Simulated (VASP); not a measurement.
Here is a VASP 6.6.1 calculation.

INCAR

```
SYSTEM = AlIn3N2
PREC     = Normal         ! precision mode
ENCUT    = 520            ! plane-wave cutoff, eV
EDIFF    = 1E-4           ! SCF threshold, eV
ISMEAR   = 0              ! smearing method
SIGMA    = 0.15           ! smearing width, eV
LREAL    = .False.        ! projectors in reciprocal space
LASPH    = .True.         ! aspherical terms in the spheres
NELM     = 60             ! most SCF steps
ALGO     = Fast           ! electronic algorithm
ISIF     = 3              ! what is computed and relaxed
LWAVE    = .False.        ! write WAVECAR
LCHARG   = .False.        ! write CHGCAR
GGA      = PE             ! functional
IBRION   = 2              ! ionic algorithm
NSW      = 24             ! ionic steps
EDIFFG   = -0.08          ! ionic threshold
```

KPOINTS

```
regular mesh
0
Gamma
  3 3 4
  0 0 0
```

POSCAR

```
AlIn3N2
1.0
    6.1275542200      0.0000000000      0.0000000000
   -3.0637771100      5.3066176200      0.0000000000
    0.0000000000      0.0000000000      3.3815314400
Al In N
1 3 2
Direct
    0.0000000000      0.0000000000      0.0000000000
    0.5000000000      0.0000000000      0.5000000000
    0.5000000000      0.5000000000      0.5000000000
    0.0000000000      0.5000000000      0.5000000000
    0.3333333300      0.6666666700      0.0000000000
    0.6666666700      0.3333333300      0.0000000000
```

Potentials or basis: VASP PAW PBE potentials, release 64 (Al, In_d, N).

Run with:

```sh
$ cat potpaw_PBE.64/Al/POTCAR potpaw_PBE.64/In_d/POTCAR potpaw_PBE.64/N/POTCAR > POTCAR
$ mpirun -np 1 vasp_std > vasp.out
```

(1) What does it give for the relaxed cell?

(2) Predict the space group after relaxing (to 0.05 Å).

(3) What does it give for the band gap on the k mesh?

(4) Predict the relaxed volume.

## Answers

(1) a = 6.295 Å, b = 6.295 Å, c = 3.092 Å, α = 90.00°, β = 90.00°, γ = 120.00°.

(2) P6/mmm (No. 191).

(3) none (metal or under the smearing width).

(4) 17.68 Å³/atom.

Caveat: the k mesh is coarse (spacing up to 0.46 Å⁻¹), so the values aren't converged.
